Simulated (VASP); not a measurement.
Output of a VASP run:

OSZICAR:
```
       N       E                     dE             d eps       ncg     rms          rms(c)
DAV:   1     0.114261033236E+02    0.11426E+02   -0.42207E+03  5429   0.122E+03
DAV:   2    -0.139119229416E+02   -0.25338E+02   -0.24334E+02  5301   0.156E+02
DAV:   3    -0.142712581676E+02   -0.35934E+00   -0.35891E+00  5917   0.246E+01
DAV:   4    -0.142750782221E+02   -0.38201E-02   -0.38197E-02  6124   0.220E+00
DAV:   5    -0.142751768987E+02   -0.98677E-04   -0.98673E-04  6148   0.299E-01    0.109E+01
DAV:   6    -0.125072293308E+02    0.17679E+01   -0.28530E+01  5526   0.900E+01    0.875E+00
DAV:   7    -0.119538152193E+02    0.55341E+00   -0.76884E+00  5559   0.385E+01    0.244E+00
DAV:   8    -0.119496635241E+02    0.41517E-02   -0.38181E-02  5313   0.240E+00    0.172E+00
DAV:   9    -0.119411530851E+02    0.85104E-02   -0.62814E-02  5697   0.375E+00    0.533E-01
DAV:  10    -0.119421828440E+02   -0.10298E-02   -0.28163E-02  6219   0.230E+00    0.218E-01
DAV:  11    -0.119421546874E+02    0.28157E-04   -0.11504E-02  5450   0.165E+00    0.179E-01
DAV:  12    -0.119420566705E+02    0.98017E-04   -0.27044E-03  5754   0.804E-01    0.293E-02
DAV:  13    -0.119420643866E+02   -0.77161E-05   -0.29908E-05  5692   0.815E-02    0.123E-02
DAV:  14    -0.119420672400E+02   -0.28534E-05   -0.31969E-06  4990   0.209E-02    0.492E-03
DAV:  15    -0.119420676978E+02   -0.45780E-06   -0.18789E-06  2759   0.202E-02
   1 F= -.11942068E+02 E0= -.11942263E+02  d E =-.119421E+02  mag=     0.7515
       N       E                     dE             d eps       ncg     rms          rms(c)
DAV:   1    -0.119425839400E+02   -0.51670E-03   -0.82394E-03  5455   0.158E+00    0.195E-01
DAV:   2    -0.119421967372E+02    0.38720E-03   -0.79339E-03  5532   0.137E+00    0.119E-01
DAV:   3    -0.119420677310E+02    0.12901E-03   -0.13840E-03  5602   0.573E-01    0.370E-02
DAV:   4    -0.119420647205E+02    0.30105E-05   -0.25748E-05  5981   0.449E-02    0.166E-02
DAV:   5    -0.119420609314E+02    0.37891E-05   -0.42807E-06  5504   0.264E-02    0.518E-03
DAV:   6    -0.119420606470E+02    0.28435E-06   -0.91964E-07  2649   0.137E-02
   2 F= -.11942061E+02 E0= -.11942258E+02  d E =0.705082E-05  mag=     0.7508
```

### OUTCAR
```
------------------------ aborting loop because EDIFF is reached ----------------------------------------
  FORCE on cell =-STRESS in cart. coord.  units (eV):
  Direction    XX          YY          ZZ          XY          YZ          ZX
  --------------------------------------------------------------------------------------
  Total        0.0048415      0.0048415      0.0048415      0.0000000     -0.0000000      0.0000000
  in kB        0.7385999      0.7385999      0.7385999      0.0000000     -0.0000000      0.0000000
  external PRESSURE =       0.7385999 kB  Pullay stress =       0.0000000 kB
  volume of cell :       10.50
      direct lattice vectors                 reciprocal lattice vectors
    -0.000000000  1.738133132  1.738133132    -0.287664961  0.287664961  0.287664961
     1.738133132  0.000000000  1.738133132     0.287664961 -0.287664961  0.287664961
     1.738133132  1.738133132  0.000000000     0.287664961  0.287664961 -0.287664961
 POSITION                                       TOTAL-FORCE (eV/Angst)
 -----------------------------------------------------------------------------------
      0.00000      0.00000      0.00000         0.000000      0.000000     -0.000000
 -----------------------------------------------------------------------------------
    total drift:                                0.000000     -0.000000      0.000000
  FREE ENERGIE OF THE ION-ELECTRON SYSTEM (eV)
  ---------------------------------------------------
  free  energy   TOTEN  =       -11.9420606470 eV

  energy  without entropy=      -11.9426515080  energy(sigma->0) =      -11.94225760

 total charge

# of ion       s       p       d       tot
------------------------------------------
    1        0.532   0.552   8.323   9.407

 magnetization (x)

# of ion       s       p       d       tot
------------------------------------------
    1       -0.009  -0.043   0.821   0.769

 reached required accuracy - stopping structural energy minimisation
```
(Selected blocks of OUTCAR.)

### POSCAR
```
Ni
1
   -0.0000000000     1.7391079437     1.7391079437
    1.7391079437     0.0000000000     1.7391079437
    1.7391079437     1.7391079437     0.0000000000
Ni
1
Direct
  0.0000000000   0.0000000000   0.0000000000
```

### Question
Write an INCAR and KPOINTS that could have produced this output.

### Answer
One answer among several that fit: the input of the run itself, r2SCAN meta-GGA, plane waves, VASP's PBE PAW potentials (set 64).

INCAR:
```
# general
SYSTEM  = Ni
PREC    = Accurate
ENCUT   = 400
LREAL   = .FALSE.
LASPH   = .TRUE.

# electronic loop
EDIFF   = 1E-6
NELM    = 100
ALGO    = Normal
LMAXMIX = 4
LMIXTAU = .TRUE.

# smearing
ISMEAR  = 1
SIGMA   = 0.1

# functional
METAGGA = R2SCAN

# spin
ISPIN   = 2
MAGMOM  = 0.8

# ions
IBRION  = 2
NSW     = 60
ISIF    = 3
EDIFFG  = -0.01

# output
LWAVE   = .FALSE.
LCHARG  = .FALSE.
LORBIT  = 10
```

**KPOINTS**
```
K-points
0
gamma
  16 16 16
0 0 0
```

POTCAR, in this order: Ni (PBE.64 set). Program: vasp_std.

The compound is Ni in the fcc structure. This run relaxes it. Symmetry was kept, so distortions that lower it aren't found. The start is the result of an earlier pass.
